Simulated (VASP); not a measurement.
VASP runs on MgTe (space group P6_3mc) share one base input (LDA (Ceperley-Alder, Perdew-Zunger), plane waves, VASP's LDA PAW potentials (set 64)) and change the settings named in each case.

### INCAR
```
ALGO  =  Normal
EDIFF  =  1E-6
ENCUT  =  300
ISIF  =  2
ISMEAR  =  0
LASPH  =  .TRUE.
LCHARG  =  .FALSE.
LMAXMIX  =  4
LREAL  =  .FALSE.
LWAVE  =  .FALSE.
NELM  =  100
PREC  =  Accurate
SIGMA  =  0.05
SYSTEM  =  MgTe
```

File KPOINTS:
```
Automatic mesh
0
Gamma
9 9 3
0.5 0.5 0.5
```

**POSCAR**
```
MgTe
1
    4.4587940000     0.0000000000     0.0000000000
   -2.2293970000     3.8614280000     0.0000000000
    0.0000000000     0.0000000000    14.5969480000
Mg Te
4 4
Direct
  0.0000000000   0.0000000000   0.0000000000
  0.0000000000   0.0000000000   0.5000000000
  0.6666670000   0.3333330000   0.7501800000
  0.3333330000   0.6666670000   0.2501800000
  0.0000000000   0.0000000000   0.8121600000
  0.0000000000   0.0000000000   0.3121600000
  0.6666670000   0.3333330000   0.5632900000
  0.3333330000   0.6666670000   0.0632900000
```

POTCAR, in this order: Mg Te (LDA.64 set). Program: vasp_std.

```tsv
change	E(σ→0) (eV/atom)	pressure (GPa)
base run	-3.6507	1.10
ENCUT = 120	-3.6436	0.62
ENCUT = 150	-3.6428	0.90
ENCUT = 180	-3.6467	1.00
ENCUT = 210	-3.6490	1.06
ENCUT = 240	-3.6499	1.09
ENCUT = 270	-3.6504	1.10
ENCUT = 345	-3.6509	1.10
ENCUT = 390	-3.6510	1.10
ENCUT = 450	-3.6511	1.11
ENCUT = 525	-3.6511	1.11
ENCUT = 600	-3.6512	1.11
```
 Energies of different potentials or functionals have different zeros. Unless said otherwise, spin-orbit coupling is left out, though it shifts the bands of the heavy elements here.

Left out are runs that ran out of time, are held back, or changed the cell or the kind of run, fixed moments of cells without a moment, rows past the twelfth, gaps on odd meshes, pressures of charged cells and columns that move by less than the noise.

The structure was generated: MgTe was put into an ordered model structure, which need not be its known phase. The cell was not relaxed at this level, its lattice was scaled by up to 2.5 %.
